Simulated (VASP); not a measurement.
# ZnCd3Se3S in VASP: further runs, part 2 of 2

VASP 6.6.1.

## 3. Relaxation of cell and atoms, PBE

This run uses another cell than the first one, of 25.97 Å³/atom, 1.039 times its volume.

The input, INCAR:

```
PREC     = Normal         # precision mode
ENCUT    = 520            # plane-wave cutoff, eV
EDIFF    = 1E-4           # SCF threshold, eV
ISMEAR   = 0              # smearing method
SIGMA    = 0.15           # smearing width, eV
LREAL    = False          # projectors in reciprocal space
LASPH    = True           # aspherical terms in the spheres
NELM     = 60             # most SCF steps
ALGO     = Fast           # electronic algorithm
ISIF     = 3              # what is computed and relaxed
LWAVE    = False          # write WAVECAR
LCHARG   = False          # write CHGCAR
GGA      = PE             # functional
IBRION   = 2              # ionic algorithm
NSW      = 24             # ionic steps
EDIFFG   = -0.08          # ionic threshold
```

The input, KPOINTS:

```
regular mesh
0
Gamma
  4 4 1
```

The input, POSCAR:

```
ZnCd3Se3S
1.0
    4.2000000000      0.0000000000      0.0000000000
   -2.1000000000      3.6373067000      0.0000000000
    0.0000000000      0.0000000000     13.6000000000
Zn Cd Se S
1 3 3 1
Direct
    0.0000000000      0.0000000000      0.0000000000
    0.3333333300      0.6666666700      0.7500000000
    0.0000000000      0.0000000000      0.5000000000
    0.3333333300      0.6666666700      0.2500000000
    0.0000000000      0.0000000000      0.6875000000
    0.0000000000      0.0000000000      0.1875000000
    0.3333333300      0.6666666700      0.4375000000
    0.3333333300      0.6666666700      0.9375000000
```

Potentials or basis: VASP PAW PBE potentials, release 64 (Zn, Cd, Se, S).

Run with:

```
> cat potpaw_PBE.64/Zn/POTCAR potpaw_PBE.64/Cd/POTCAR potpaw_PBE.64/Se/POTCAR potpaw_PBE.64/S/POTCAR > POTCAR
> mpirun -np 1 vasp_std > vasp.out
```

OUTCAR:

```text
PREC = Normal
   ENCUT = 520
   EDIFF = 1E-4
   ISMEAR = 0
   LREAL = False
   LASPH = True
   NELM = 60
   ISIF = 3
   GGA = PE
   IBRION = 2
   NSW = 24
   EDIFFG = -0.08

 ion  position               nearest neighbor table
   1  0.000  0.000  0.000-   6 2.55   8 2.57   8 2.57   8 2.57
   2  0.333  0.667  0.750-   8 2.55   5 2.57   5 2.57   5 2.57
   3  0.000  0.000  0.500-   5 2.55   7 2.57   7 2.57   7 2.57
   4  0.333  0.667  0.250-   7 2.55   6 2.57   6 2.57   6 2.57
   5  0.000  0.000  0.688-   3 2.55   2 2.57   2 2.57   2 2.57
   6  0.000  0.000  0.188-   1 2.55   4 2.57   4 2.57   4 2.57
   7  0.333  0.667  0.438-   4 2.55   3 2.57   3 2.57   3 2.57
   8  0.333  0.667  0.938-   2 2.55   1 2.57   1 2.57   1 2.57

  LATTYP: Found a hexagonal cell.
 ALAT       =     4.2000000000
 C/A-ratio  =     3.2380952381

  Lattice vectors:

 A1 = (   4.2000000000,   0.0000000000,   0.0000000000)
 A2 = (  -2.1000000000,   3.6373067000,   0.0000000000)
 A3 = (   0.0000000000,   0.0000000000,  13.6000000000)

Analysis of symmetry for initial positions (statically):
=====================================================================
 Subroutine PRICEL returns:
 Original cell was already a primitive cell.

 Routine SETGRP: Setting up the symmetry group for a
 hexagonal supercell.

[... 163 lines left out ...]

  FORCE on cell =-STRESS in cart. coord.  units (eV):
  Direction    XX          YY          ZZ          XY          YZ          ZX
  --------------------------------------------------------------------------------------
  -------------------------------------------------------------------------------------
  Total        5.1249175      5.1249175      5.3563560      0.0000000     -0.0000000     -0.0000000
  in kB       39.5211285     39.5211286     41.3058817      0.0000000     -0.0000000     -0.0000000
  external PRESSURE =      40.1160463 kB  Pullay stress =       0.0000000 kB
[... 107 lines left out ...]
  FREE ENERGIE OF THE ION-ELECTRON SYSTEM (eV)
  ---------------------------------------------------
  free  energy   TOTEN  =       -22.5925564306 eV

  energy  without entropy=      -22.5923335737  energy(sigma->0) =      -22.59244500

[... ionic steps 4 to 9 ...]

--------------------------------------- Ionic step       10  -------------------------------------------

 number of electron      71.9999975 magnetization

------------------------ aborting loop because EDIFF is reached ----------------------------------------
[... 79 lines left out ...]
--------------------------------------- Ionic step       12  -------------------------------------------

 number of electron      71.9999947 magnetization

 Free energy of the ion-electron system (eV)
  ---------------------------------------------------
  ext. energy  EPLUGINS =         0.00000000
  ---------------------------------------------------
  free energy    TOTEN  =       -22.77981576 eV

  energy without entropy =      -22.77893040  energy(sigma->0) =      -22.77937308

 E-fermi :   1.1564     XC(G=0):  -8.7781

 val. band max:        0.8909885518   @ k =   0.0000   0.0000   0.0000
 cond. band min:       1.3947654712   @ k =   0.0000   0.0000   0.0000
 fundamental gap:      0.5037769194
 Fermi energy:         1.1564458942

 k-point     1 :       0.0000    0.0000    0.0000
  band No.  band energies     occupation
      1     -11.6442      2.00000
      2     -11.4373      2.00000
      3     -11.3686      2.00000
      4     -11.1498      2.00000
      5      -6.9694      2.00000
      6      -6.9694      2.00000
[... 208 lines left out ...]
  FREE ENERGIE OF THE ION-ELECTRON SYSTEM (eV)
  ---------------------------------------------------
  free  energy   TOTEN  =       -22.7798157649 eV

  energy  without entropy=      -22.7789303967  energy(sigma->0) =      -22.77937308

 reached required accuracy - stopping structural energy minimisation
```

OSZICAR:

```text
N       E                     dE             d eps       ncg     rms          rms(c)
DAV:   1     0.574765021226E+03    0.57477E+03   -0.33815E+04   344   0.163E+03
DAV:   2     0.269611093826E+02   -0.54780E+03   -0.53066E+03   363   0.395E+02
DAV:   3    -0.225539433232E+02   -0.49515E+02   -0.48822E+02   391   0.120E+02
[... 87 lines left out ...]
RMM:   2    -0.227832608172E+02    0.25472E-01   -0.11920E-01   344   0.240E+00    0.519E-01
RMM:   3    -0.227807723981E+02    0.24884E-02   -0.15068E-02   344   0.568E-01    0.359E-01
RMM:   4    -0.227799516099E+02    0.82079E-03   -0.29215E-03   346   0.262E-01    0.161E-01
RMM:   5    -0.227798206528E+02    0.13096E-03   -0.80329E-04   317   0.165E-01    0.587E-02
RMM:   6    -0.227798157649E+02    0.48879E-05   -0.16388E-04   205   0.646E-02
  12 F= -.22779816E+02 E0= -.22779373E+02  d E =-.194460E-02
```

It took 2.1 min on 1 thread of Intel Xeon Platinum 8488C (Sapphire Rapids), shared host; peak memory 0.24 GiB.

What came out:

```yaml
Free_energy: -22.7798 eV
Relaxed_volume: 27.52 Å³/atom
Relaxed_cell: a = 4.260 Å, b = 4.260 Å, c = 14.010 Å, α = 90.00°, β = 90.00°, γ = 120.00°
Space_group_after_relaxing_to_0.05_Å: P3m1 (No. 156)
Energy_gained_by_relaxing: 55.5 meV/atom
Ionic_steps: 12
Pressure_after_relaxing: -0.2 GPa
Largest_force_after_relaxing: 0.048 eV/Å
Band_gap_on_the_k_mesh: 0.50 eV, direct
```

Forces in eV/Å, atoms in the order of the input:
```
Zn   0.000  0.000  0.021
Cd   0.000  0.000 -0.026
Cd   0.000  0.000 -0.008
Cd   0.000  0.000 -0.041
Se   0.000  0.000 -0.001
Se   0.000  0.000 -0.005
Se   0.000  0.000  0.048
S    0.000  0.000  0.012
```

Stress tensor (GPa, compression positive):
```
-0.22  0.00  0.00
 0.00 -0.22  0.00
 0.00  0.00 -0.14
```

The path:
| step | energy change (eV) | largest force (eV/Å) | pressure (GPa) | volume (Å³) |
| --- | --- | --- | --- | --- |
| 1 | 0.0000 | 1.1727 | 4.01 | 207.76 |
| 2 | -0.2507 | 0.6053 | -1.06 | 227.94 |
| 3 | -0.2567 | 0.6658 | -0.59 | 225.31 |
| 4 | -0.3097 | 0.4970 | -0.48 | 224.03 |
| 5 | -0.3932 | 0.3251 | -0.06 | 220.22 |
| 6 | -0.3951 | 0.3138 | 0.14 | 219.54 |
| 7 | -0.4276 | 0.2554 | -0.08 | 219.77 |
| 8 | -0.4331 | 0.2423 | -0.04 | 219.88 |
| 9 | -0.4337 | 0.2341 | -0.13 | 219.91 |
| 10 | -0.4420 | 0.0861 | 0.22 | 218.64 |
| 11 | -0.4420 | 0.0902 | 0.19 | 218.69 |
| 12 | -0.4440 | 0.0481 | -0.19 | 220.16 |

Final structure:
```
Zn Cd Se S
1.0
     4.25981    0.00000    0.00000
    -2.12991    3.68911    0.00000
     0.00000    0.00000   14.00965
Zn Cd Se S
1 3 3 1
Direct
  0.00000 0.00000 0.99315
  0.33333 0.66667 0.76664
  0.00000 0.00000 0.50355
  0.33333 0.66667 0.24128
  0.00000 0.00000 0.69425
  0.00000 0.00000 0.17012
  0.33333 0.66667 0.43142
  0.33333 0.66667 0.94959
```

Caveat: the k mesh is coarse (spacing up to 0.46 Å⁻¹), so the values aren't converged; the relaxation stopped at a loose force limit of 0.08 eV/Å, so its end isn't a converged minimum.
